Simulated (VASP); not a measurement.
Computed with r2SCAN meta-GGA, VASP's PBE PAW potentials (set 64) (plane waves; VASP).

VASP input:

### INCAR
```
# general
SYSTEM =InCl
PREC   =Accurate
ENCUT  =400
LREAL  =F
LASPH  =T

# electronic loop
EDIFF  =1E-6
NELM   =100
ALGO   =Normal
LMAXMIX=4
LMIXTAU=T

# smearing
ISMEAR =0
SIGMA  =0.05

# functional
METAGGA=R2SCAN

# ions
IBRION =2
NSW    =60
ISIF   =3
EDIFFG =-0.02

# output
LWAVE  =F
LCHARG =F
```

File POSCAR:
```
InCl
1.0
  2.1610204419  -6.0941302964   0.0000000000
  2.1610204419   6.0941302964   0.0000000000
  0.0000000000   0.0000000000   4.4290324923
In Cl
2 2
Cart
  2.1610204419   1.3364532827   3.3217743692
  2.1610204419  -1.3364532827   1.1072581231
  2.1610204419  -4.1579567348   1.1072581231
  2.1610204419   4.1579567348   3.3217743692
```

### KPOINTS
```
Automatic mesh
0
Gamma
5 5 5
0 0 0
```

POTCAR, in this order: In_d Cl (PBE.64 set). Program: vasp_std.

### Question
What will the output report for the number of irreducible k-points (NKPTS), number of bands (NBANDS), largest plane-wave count, number of space-group operations, FFT grid (NGX, NGY, NGZ)?

### Answer

The number of irreducible k-points (NKPTS) is 27, the number of bands (NBANDS) comes out as 24 and the largest plane-wave count is 2131. The number of space-group operations comes out as 8 and the FFT grid (NGX, NGY, NGZ) comes out as 42 × 42 × 30.

The structure comes from a computed database's InCl entry (Cmcm); how it stands against other phases isn't given here. It was relaxed first. The start is the result of an earlier pass.
